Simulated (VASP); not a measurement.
OSZICAR of a VASP run on Tb (space group P6_3/mmc):

OSZICAR:
```
       N       E                     dE             d eps       ncg     rms          rms(c)
DAV:   1     0.118690643743E+04    0.11869E+04   -0.26666E+04  3458   0.282E+03
DAV:   2     0.393232461206E+03   -0.79367E+03   -0.71958E+03  4192   0.511E+02
DAV:   3     0.416648818389E+02   -0.35157E+03   -0.34605E+03  4224   0.253E+02
DAV:   4    -0.176738300066E+02   -0.59339E+02   -0.58063E+02  5623   0.936E+01
DAV:   5    -0.250853156717E+02   -0.74115E+01   -0.65668E+01  6400   0.378E+01    0.571E+01
DAV:   6    -0.556189483616E+02   -0.30534E+02   -0.11425E+02  5820   0.145E+02    0.354E+02
DAV:   7    -0.102446487177E+03   -0.46828E+02   -0.10521E+02  6040   0.555E+01    0.462E+02
DAV:   8    -0.132839350003E+03   -0.30393E+02   -0.83511E+01  6480   0.372E+01    0.228E+02
DAV:   9    -0.468710377624E+02    0.85968E+02   -0.27610E+02  5089   0.886E+01    0.584E+02
DAV:  10    -0.814414561052E+02   -0.34570E+02   -0.99139E+01  6480   0.413E+01    0.327E+02
DAV:  11    -0.388081472136E+02    0.42633E+02   -0.60294E+01  5944   0.316E+01    0.376E+02
DAV:  12    -0.437516132486E+02   -0.49435E+01   -0.42797E+01  6448   0.201E+01    0.109E+02
DAV:  13    -0.723823977192E+02   -0.28631E+02   -0.16813E+02  5064   0.673E+01    0.197E+02
DAV:  14    -0.816755360816E+02   -0.92931E+01   -0.61700E+01  6496   0.307E+01    0.182E+02
DAV:  15    -0.697653036864E+02    0.11910E+02   -0.13577E+01  6312   0.155E+01    0.164E+02
DAV:  16    -0.595303696168E+02    0.10235E+02   -0.46805E+00  6116   0.115E+01    0.158E+02
DAV:  17    -0.101592390313E+03   -0.42062E+02   -0.28320E+01  5372   0.424E+01    0.173E+02
DAV:  18    -0.141987594982E+03   -0.40395E+02   -0.25554E+01  6324   0.350E+01    0.188E+02
DAV:  19    -0.150138208839E+03   -0.81506E+01   -0.49311E+01  5024   0.572E+01    0.227E+02
DAV:  20    -0.141753021204E+03    0.83852E+01   -0.31565E+01  6582   0.257E+01    0.182E+02
DAV:  21    -0.115483738625E+03    0.26269E+02   -0.12276E+01  5670   0.244E+01    0.179E+02
DAV:  22    -0.101797406088E+03    0.13686E+02   -0.10289E+01  5232   0.189E+01    0.163E+02
DAV:  23    -0.638120156084E+02    0.37985E+02   -0.97544E+00  5832   0.190E+01    0.152E+02
DAV:  24    -0.380280379710E+02    0.25784E+02   -0.17994E+01  6064   0.188E+01    0.291E+02
DAV:  25    -0.398825442678E+02   -0.18545E+01   -0.23280E+01  6064   0.126E+01    0.117E+02
DAV:  26    -0.369833341087E+02    0.28992E+01   -0.50835E+00  5539   0.881E+00    0.110E+02
DAV:  27    -0.385390558718E+02   -0.15557E+01   -0.24147E+00  5899   0.492E+00    0.109E+02
DAV:  28    -0.380773598022E+02    0.46170E+00   -0.10047E+00  6192   0.297E+00    0.107E+02
DAV:  29    -0.375343100992E+02    0.54305E+00   -0.99786E-01  5608   0.287E+00    0.105E+02
DAV:  30    -0.370038782644E+02    0.53043E+00   -0.64008E-01  5624   0.212E+00    0.104E+02
DAV:  31    -0.365027008523E+02    0.50118E+00   -0.11269E+00  4572   0.449E+00    0.102E+02
DAV:  32    -0.368612593568E+02   -0.35856E+00   -0.44010E+00  4567   0.109E+01    0.102E+02
DAV:  33    -0.359735587365E+02    0.88770E+00   -0.14629E+00  5758   0.557E+00    0.101E+02
DAV:  34    -0.349451201588E+02    0.10284E+01   -0.22317E-01  6432   0.220E+00    0.995E+01
DAV:  35    -0.348999777020E+02    0.45142E-01   -0.94271E-02  6144   0.105E+00    0.991E+01
DAV:  36    -0.331880123732E+02    0.17120E+01   -0.25819E-01  5206   0.347E+00    0.956E+01
DAV:  37    -0.283218381701E+02    0.48662E+01   -0.14489E+01  5164   0.153E+01    0.134E+02
DAV:  38    -0.326063840134E+02   -0.42845E+01   -0.11661E+01  5572   0.713E+00    0.106E+02
DAV:  39    -0.346992777339E+02   -0.20929E+01   -0.40550E+00  5202   0.683E+00    0.843E+01
DAV:  40    -0.393275493350E+02   -0.46283E+01   -0.15386E+00  5311   0.688E+00    0.838E+01
DAV:  41    -0.415795853726E+02   -0.22520E+01   -0.10994E+00  5560   0.471E+00    0.820E+01
DAV:  42    -0.424021778031E+02   -0.82259E+00   -0.41828E-01  6068   0.247E+00    0.813E+01
DAV:  43    -0.427516014468E+02   -0.34942E+00   -0.12466E-01  6291   0.115E+00    0.815E+01
DAV:  44    -0.425831017022E+02    0.16850E+00   -0.48232E-02  5819   0.812E-01    0.811E+01
DAV:  45    -0.430182632085E+02   -0.43516E+00   -0.24574E-01  5144   0.281E+00    0.797E+01
DAV:  46    -0.462534096364E+02   -0.32351E+01   -0.64658E-01  5103   0.555E+00    0.830E+01
DAV:  47    -0.496291900154E+02   -0.33758E+01   -0.16609E+00  5233   0.713E+00    0.902E+01
DAV:  48    -0.511532048613E+02   -0.15240E+01   -0.14861E+00  5872   0.474E+00    0.972E+01
DAV:  49    -0.519955859086E+02   -0.84238E+00   -0.11953E+00  5864   0.311E+00    0.990E+01
DAV:  50    -0.522571990504E+02   -0.26161E+00   -0.86816E-01  6432   0.165E+00    0.100E+02
DAV:  51     0.162962803188E+02    0.68553E+02   -0.11602E+02  4762   0.719E+01    0.133E+02
DAV:  52     0.204772122603E+02    0.41809E+01   -0.17077E+01  5353   0.214E+01    0.113E+02
DAV:  53     0.134701834262E+02   -0.70070E+01   -0.60405E+00  5636   0.112E+01    0.897E+01
DAV:  54     0.907828017924E+01   -0.43919E+01   -0.12823E+00  5896   0.577E+00    0.837E+01
DAV:  55    -0.444272244974E+01   -0.13521E+02   -0.11828E+00  5126   0.678E+00    0.736E+01
DAV:  56    -0.594923161503E+01   -0.15065E+01   -0.51651E+01  4828   0.410E+01    0.291E+02
DAV:  57    -0.237440357111E+02   -0.17795E+02   -0.46876E+01  5118   0.472E+01    0.545E+01
DAV:  58    -0.227112783142E+02    0.10328E+01   -0.12708E+01  5277   0.236E+01    0.523E+01
DAV:  59    -0.236262257589E+02   -0.91495E+00   -0.30158E+00  5496   0.901E+00    0.509E+01
DAV:  60    -0.264789486195E+02   -0.28527E+01   -0.20835E+00  5194   0.731E+00    0.505E+01
DAV:  61    -0.361357202229E+02   -0.96568E+01   -0.13369E+01  5042   0.258E+01    0.541E+01
DAV:  62    -0.373490907451E+02   -0.12134E+01   -0.64564E+00  5464   0.152E+01    0.512E+01
DAV:  63    -0.405527762326E+02   -0.32037E+01   -0.52307E+00  5521   0.936E+00    0.585E+01
DAV:  64    -0.414687134265E+02   -0.91594E+00   -0.47089E+00  5522   0.790E+00    0.546E+01
DAV:  65    -0.427777484925E+02   -0.13090E+01   -0.15453E+00  5611   0.551E+00    0.555E+01
DAV:  66    -0.374824879820E+02    0.52953E+01   -0.77392E+00  5188   0.245E+01    0.531E+01
DAV:  67    -0.410730232100E+02   -0.35905E+01   -0.23912E+00  5126   0.121E+01    0.512E+01
DAV:  68    -0.434392174374E+02   -0.23662E+01   -0.17516E+00  5308   0.690E+00    0.506E+01
DAV:  69    -0.459229139410E+02   -0.24837E+01   -0.87555E-01  5389   0.668E+00    0.493E+01
DAV:  70    -0.483087146356E+02   -0.23858E+01   -0.20133E+00  4704   0.880E+00    0.471E+01
DAV:  71    -0.490555481130E+02   -0.74683E+00   -0.16699E+00  5402   0.842E+00    0.443E+01
DAV:  72    -0.493167239909E+02   -0.26118E+00   -0.12255E+00  5600   0.821E+00    0.455E+01
DAV:  73    -0.497998655873E+02   -0.48314E+00   -0.15454E+00  5600   0.748E+00    0.526E+01
DAV:  74    -0.488716292147E+02    0.92824E+00   -0.13170E+00  5409   0.605E+00    0.513E+01
DAV:  75    -0.486757656872E+02    0.19586E+00   -0.45711E-01  5202   0.319E+00    0.520E+01
DAV:  76    -0.473179088677E+02    0.13579E+01   -0.68014E+00  5176   0.196E+01    0.460E+01
DAV:  77    -0.513232345555E+02   -0.40053E+01   -0.71755E+00  5600   0.163E+01    0.579E+01
DAV:  78    -0.517891075881E+02   -0.46587E+00   -0.41638E+00  5264   0.870E+00    0.524E+01
DAV:  79    -0.522600324616E+02   -0.47092E+00   -0.12593E+00  5704   0.512E+00    0.510E+01
DAV:  80    -0.532399180790E+02   -0.97989E+00   -0.93940E-01  5364   0.560E+00    0.545E+01
DAV:  81    -0.512988119468E+02    0.19411E+01   -0.30361E+00  5070   0.167E+01    0.451E+01
DAV:  82    -0.514800757508E+02   -0.18126E+00   -0.18906E+00  5332   0.991E+00    0.387E+01
DAV:  83    -0.519136553513E+02   -0.43358E+00   -0.67678E-01  5866   0.592E+00    0.391E+01
DAV:  84    -0.519681563165E+02   -0.54501E-01   -0.37484E-01  5583   0.763E+00    0.388E+01
DAV:  85    -0.518950095329E+02    0.73147E-01   -0.10690E+00  5289   0.131E+01    0.328E+01
DAV:  86    -0.519488426788E+02   -0.53833E-01   -0.62662E-01  5227   0.730E+00    0.283E+01
DAV:  87    -0.518636022239E+02    0.85240E-01   -0.60958E-01  5812   0.719E+00    0.265E+01
DAV:  88    -0.519759184398E+02   -0.11232E+00   -0.48452E-01  5836   0.624E+00    0.245E+01
DAV:  89    -0.519855921714E+02   -0.96737E-02   -0.26903E-01  6022   0.429E+00    0.240E+01
DAV:  90    -0.520912215169E+02   -0.10563E+00   -0.19408E-01  6208   0.269E+00    0.248E+01
DAV:  91    -0.522105730376E+02   -0.11935E+00   -0.44212E-01  5490   0.495E+00    0.230E+01
DAV:  92    -0.520578823370E+02    0.15269E+00   -0.35884E-01  5619   0.513E+00    0.250E+01
DAV:  93    -0.519200550418E+02    0.13783E+00   -0.10530E-01  5498   0.270E+00    0.245E+01
DAV:  94    -0.521708394633E+02   -0.25078E+00   -0.81062E-02  5822   0.244E+00    0.254E+01
DAV:  95    -0.521004762962E+02    0.70363E-01   -0.31056E-02  6007   0.165E+00    0.252E+01
DAV:  96    -0.523000585120E+02   -0.19958E+00   -0.11798E+00  4986   0.154E+01    0.271E+01
DAV:  97    -0.525322233482E+02   -0.23216E+00   -0.86863E-01  5216   0.749E+00    0.290E+01
DAV:  98    -0.527197668942E+02   -0.18754E+00   -0.54676E-01  5573   0.430E+00    0.298E+01
DAV:  99    -0.524945507620E+02    0.22522E+00   -0.23888E-01  5674   0.341E+00    0.296E+01
DAV: 100    -0.524062656440E+02    0.88285E-01   -0.64205E-02  5851   0.219E+00
   1 F= -.52406266E+02 E0= -.52077206E+02  d E =-.658119E+00  mag=    23.4981
```

Task: Which electronic solver shows in the log?

Result: It is blocked Davidson (ALGO = Normal, or the opening steps of other solvers). The INCAR had ALGO = Normal.

Task: How was spin treated?

Result: Collinear spin (ISPIN = 2): the summary line carries one mag value, 23.50 μB in the cell.

Task: Can the final energy be trusted as converged?

Result: Convergence was not reached. It stopped with EDIFF = 1E-6, NELM = 100 (PBE GGA, plane waves, VASP's PBE PAW potentials (set 64)).  The run has a spin-polarised start.

The structure comes from a computed database's Tb entry; how it stands against other phases isn't given here. The cell was not relaxed at this level. The run is one of a series of settings (another spin-polarised start against the base run), some of them coarse on purpose. VASP warned that the highest band is occupied, so more bands are needed.
